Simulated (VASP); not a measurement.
Input for VASP

### INCAR
```
# general
SYSTEM  = Nb
PREC    = Accurate
ENCUT   = 480
LREAL   = .FALSE.   # projection in real space or not
LASPH   = .TRUE.   # aspherical one-centre terms

# electronic loop
EDIFF   = 1E-7
NELM    = 100
ALGO    = Normal
LMAXMIX = 4

# smearing
ISMEAR  = 1   # Methfessel-Paxton
SIGMA   = 0.1   # width (eV)

# functional
GGA     = PS   # PBEsol

# ions
ISIF    = 2   # forces and stress, cell fixed

# output
LWAVE   = .FALSE.
LCHARG  = .FALSE.
```

**KPOINTS**
```
Automatic mesh
0
Gamma
14 14 14
0 0 0
```

File POSCAR:
```
Nb
1.0
 -1.6250784082   1.6250784082   1.6332446314
  1.6250784082  -1.6250784082   1.6332446314
  1.6414108546   1.6414108546  -1.6332446314
Nb
1
direct
  0.0000000000   0.0000000000   0.0000000000
```

POTCAR, in this order: Nb_sv (PBE.64 set). Program: vasp_std.

Problem. Write an equivalent input for Ansatz.

Solution. One equivalent input (not run):
Ansatz 0.2 input:
```yaml
crystal:
  lattice:
    - [-1.6250784, 1.6250784, 1.6332446]
    - [1.6250784, -1.6250784, 1.6332446]
    - [1.6414109, 1.6414109, -1.6332446]
  atoms:
    - { symbol: Nb, position: [0.0000000, 0.0000000, 0.0000000] }
kpoints:
  mp_grid: { grid: [14, 14, 14] }
hamiltonian:
  xc: pbesol
  pseudopotentials: { kind: paw }
scf:
  occupations: { method: methfessel_paxton, width: 0.1 }
  max_iter: 100
output: { forces: true, stress: true, eigenvalues: true }
```
What does not carry over: each code has its own PAW files, so the cut-off isn't converted (ENCUT is set for VASP's; basis.ecutwfc is left out, and Ansatz then takes the one that its files recommend); Ansatz stops its SCF on the density residual and VASP on the energy change (EDIFF).

The compound is Nb in the bcc structure. This cell was strained or had an atom moved on purpose.
